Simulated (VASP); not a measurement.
Calculation: PBE GGA with D4 dispersion, VASP's PBE PAW potentials (set 64) (plane waves; VASP 6.6.1).

The input files of a VASP run:

File POSCAR:
```
PbSe
1.0
  0.0000000000   3.0656566552   3.0656566552
  3.0656566552   0.0000000000   3.0656566552
  3.0656566552   3.0656566552   0.0000000000
Pb Se
1 1
Cart
  0.0000000000   0.0000000000   0.0000000000
  3.0656566552   3.0656566552   3.0656566552
```

KPOINTS:
```
k-points along high-symmetry lines
15
Line-mode
Reciprocal
  0.000000   0.000000   0.000000 ! GAMMA
  0.500000   0.000000   0.500000 ! X

  0.500000   0.000000   0.500000 ! X
  0.625000   0.250000   0.625000 ! U

  0.375000   0.375000   0.750000 ! K
  0.000000   0.000000   0.000000 ! GAMMA

  0.000000   0.000000   0.000000 ! GAMMA
  0.500000   0.500000   0.500000 ! L

  0.500000   0.500000   0.500000 ! L
  0.500000   0.250000   0.750000 ! W

  0.500000   0.250000   0.750000 ! W
  0.500000   0.000000   0.500000 ! X
```

### INCAR
```
# general
SYSTEM   =  PbSe
PREC     =  Accurate
ENCUT    =  520
LREAL    =  .FALSE.
LASPH    =  .TRUE.
ICHARG   =  11

# electronic loop
EDIFF    =  1E-7
NELM     =  100
ALGO     =  Normal
LMAXMIX  =  4

# smearing
ISMEAR   =  0
SIGMA    =  0.05

# functional
GGA      =  PE
IVDW     =  13

# output
LWAVE    =  .FALSE.
LCHARG   =  .FALSE.
LORBIT   =  11
```

POTCAR, in this order: Pb_d Se (PBE.64 set). Program: vasp_std. Read from the step before: CHGCAR.

The resulting files:

OUTCAR:
```
 ion  position               nearest neighbor table
   1  0.000  0.000  0.000-   2 3.07   2 3.07   2 3.07   2 3.07   2 3.07   2 3.07
   2  0.500  0.500  0.500-   1 3.07   1 3.07   1 3.07   1 3.07   1 3.07   1 3.07
  LATTYP: Found a face centered cubic cell.
 ALAT       =     6.1313133104
 Subroutine PRICEL returns:
 Original cell was already a primitive cell.
 Subroutine GETGRP returns: Found 48 space group operations
The static configuration has the point symmetry O_h .
The dynamic configuration has the point symmetry O_h .
 Subroutine INISYM returns: Found 48 space group operations
   k-points           NKPTS =     90   k-points in BZ     NKDIM =     90   number of bands    NBANDS=     14
   number of dos      NEDOS =    301   number of ions     NIONS =      2
   total plane-waves  NPLWV =  32768
   dimension x,y,z NGX =    32 NGY =   32 NGZ =   32
   dimension x,y,z NGXF=    64 NGYF=   64 NGZF=   64
   ions per type =               1   1
   PREC   = accura    normal or accurate (medium, high low for compatibility)
   ISTART =      0    job   : 0-new  1-cont  2-samecut
   ICHARG =     11    charge: 1-file 2-atom 10-const
   ISPIN  =      1    spin polarized calculation?
   LNONCOLLINEAR =      F non collinear calculations
   LSORBIT =      F    spin-orbit coupling
   INIWAV =      1    electr: 0-lowe 1-rand  2-diag
   ENCUT  =  520.0 eV  38.22 Ry    6.18 a.u.   8.06  8.06  8.06*2*pi/ulx,y,z
   NELM   =    100;   NELMIN=  2; NELMDL= -5     # of ELM steps
   EDIFF  = 0.1E-06   stopping-criterion for ELM
   LREAL  =      F    real-space projection
   NLSPLINE    = F    spline interpolate recip. space projectors
   LMAXMIX     =    4 max onsite mixed and CHGCAR
   VOSKOWN=      0    Vosko Wilk Nusair interpolation
   EDIFFG = 0.1E-05   stopping-criterion for IOM
   NSW    =      0    number of steps for IOM
   NBLOCK =      1;   KBLOCK =      1    inner block; outer block
   IBRION =     -1    ionic relax: 0-MD 1-quasi-New 2-CG
   NFREE  =      0    steps in history (QN), initial steepest desc. (CG)
   ISIF   =      2    stress and relaxation
   ISYM   =      2    0-nonsym 1-usesym 2-fastsym
   TEIN   =    0.0    initial temperature
   TEBEG  =    0.0;   TEEND  =   0.0 temperature during run
   SMASS  =  -3.00    Nose mass-parameter (am)
   PSTRESS=    0.0 pullay stress
   NELECT =      20.0000    total number of electrons
   EFERMI =   0.00;   METHOD = LEGACY
   ISMEAR =     0;   SIGMA  =   0.05  broadening in eV -4-tet -1-fermi 0-gaus
   IALGO  =     38    algorithm
   LDIAG  =      T    sub-space diagonalisation (order eigenvalues)
   IMIX   =      4    mixing-type and parameters
     AMIX     =   0.40;   BMIX     =  1.00
     AMIX_MAG =   1.60;   BMIX_MAG =  1.00
     AMIN     =   0.10
   GGA     = PE    functional components
   VOSKOWN =     0    Vosko Wilk Nusair interpolation
   LHFCALC =     F    Hartree Fock is set to
   LHFONE  =     F    Hartree Fock one center treatment
   AEXX    =    0.0000 exact exchange contribution
   IVDW    =    13    specifies the selected vdW correction
   LEPSILON=     F    determine dielectric tensor
   LRPA    =     F    only Hartree local field effects (RPA)
  energy-cutoff  :      520.00
  volume of cell :       57.62
      direct lattice vectors                 reciprocal lattice vectors
     0.000000000  3.065656655  3.065656655    -0.163097195  0.163097195  0.163097195
     3.065656655  0.000000000  3.065656655     0.163097195 -0.163097195  0.163097195
     3.065656655  3.065656655  0.000000000     0.163097195  0.163097195 -0.163097195
 k-point     1 :   0.0000 0.0000 0.0000  plane waves:    1471
 k-point     2 :   0.0357 0.0000 0.0357  plane waves:    1491
 k-point     3 :   0.0714 0.0000 0.0714  plane waves:    1515
 k-point     4 :   0.1071 0.0000 0.1071  plane waves:    1523
 k-point     5 :   0.1429 0.0000 0.1429  plane waves:    1531
 k-point     6 :   0.1786 0.0000 0.1786  plane waves:    1531
 k-point     7 :   0.2143 0.0000 0.2143  plane waves:    1539
 k-point     8 :   0.2500 0.0000 0.2500  plane waves:    1523
 k-point     9 :   0.2857 0.0000 0.2857  plane waves:    1551
 k-point    10 :   0.3214 0.0000 0.3214  plane waves:    1556
...
```

**OSZICAR**
```
       N       E                     dE             d eps       ncg     rms          rms(c)
DAV:   1     0.158092079183E+03    0.15809E+03   -0.98301E+03  2532   0.145E+03
DAV:   2     0.336095464568E+01   -0.15473E+03   -0.15127E+03  2694   0.354E+02
DAV:   3    -0.846899253263E+01   -0.11830E+02   -0.11573E+02  3372   0.102E+02
DAV:   4    -0.875115715998E+01   -0.28216E+00   -0.28205E+00  2792   0.188E+01
DAV:   5    -0.876036130208E+01   -0.92041E-02   -0.92039E-02  3466   0.333E+00
DAV:   6    -0.876080296628E+01   -0.44166E-03   -0.44166E-03  3330   0.615E-01
DAV:   7    -0.876080865561E+01   -0.56893E-05   -0.56891E-05  3636   0.595E-02
DAV:   8    -0.876080872348E+01   -0.67876E-07   -0.68579E-07  3110   0.756E-03
   1 F= -.95554536E+01 E0= -.95554535E+01  d E =-.972618E-07
```

File OUTCAR:
```
 val. band max:        5.0049940383   @ k =   0.5000   0.5000   0.5000

 cond. band min:       5.3126342303   @ k =   0.5000   0.5000   0.5000



 k-point     1 :       0.0000    0.0000    0.0000
  band No.  band energies     occupation
      1     -11.8206      2.00000
      2     -11.8206      2.00000
      3     -11.8206      2.00000
      4     -11.8163      2.00000
      5     -11.8163      2.00000
      6      -8.5440      2.00000
      7      -1.3036      2.00000
      8       3.1523      2.00000
      9       3.1523      2.00000
     10       3.1523      2.00000
     11       9.7090      0.00000
     12       9.7090      0.00000
     13       9.7090      0.00000
     14      11.5350      0.00000

 k-point     2 :       0.0357    0.0000    0.0357
  band No.  band energies     occupation
      1     -11.8208      2.00000
      2     -11.8201      2.00000
      3     -11.8201      2.00000
      4     -11.8171      2.00000
      5     -11.8161      2.00000
      6      -8.5310      2.00000
      7      -1.3489      2.00000
      8       3.1329      2.00000
      9       3.1329      2.00000
     10       3.2320      2.00000
     11       9.4307      0.00000
     12       9.6837      0.00000
     13       9.6837      0.00000
     14      11.4058      0.00000

 k-point     3 :       0.0714    0.0000    0.0714
  band No.  band energies     occupation
      1     -11.8215      2.00000
      2     -11.8194      2.00000
      3     -11.8186      2.00000
      4     -11.8186      2.00000
      5     -11.8154      2.00000
      6      -8.4921      2.00000
      7      -1.4728      2.00000
      8       3.0760      2.00000
      9       3.0760      2.00000
     10       3.4530      2.00000
     11       8.7836      0.00000
     12       9.6278      0.00000
     13       9.6278      0.00000
     14      11.1136      0.00000

 k-point     4 :       0.1071    0.0000    0.1071
  band No.  band energies     occupation
      1     -11.8235      2.00000
...
```

The density is held fixed in this step, so its total energy and stress have no physical meaning. Unless said otherwise, spin-orbit coupling is left out, though it shifts the bands of the heavy elements here.

The compound is PbSe in the rock salt structure. It was relaxed first.
